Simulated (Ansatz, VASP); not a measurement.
Rb3Ba in VASP and in Ansatz

```
Ba Rb
1.0
     0.00000    5.43990    5.43990
     5.43990    0.00000    5.43990
     5.43990    5.43990    0.00000
Ba Rb
1 3
Direct
  0.00000 0.00000 0.00000
  0.50000 0.50000 0.50000
  0.75000 0.75000 0.75000
  0.25000 0.25000 0.25000
```

Change from the starting cell: volume scaled by 0.96.

Alike in both runs: task single point; functional PBE; k mesh 4 × 4 × 4; occupations fermi-dirac, width 0.05 eV; no spin polarisation.

|  | VASP | Ansatz |
| --- | --- | --- |
| version | VASP 6.6.1 | Ansatz 0.2.0 |
| potentials or method | VASP PAW PBE potentials, release 64 (Ba_sv, Rb_sv) | Ansatz PAW |
| plane-wave cutoff (eV) | 520 | 420 |
| valence electrons in the cell | 37 | 37 |

|  | VASP | Ansatz | Ansatz less VASP |
| --- | --- | --- | --- |
| gap on the k mesh at the Fermi level (eV) | none | none | - |
| pressure (GPa) | 0.2 | 0.2 | 0.00 |

A gap of «none» marks a metal or a gap that the smearing closes. The functional is the same, so the differences come from potentials, cutoffs and numerics.

The runs have no spin-orbit coupling, so splittings on Ba are missing.
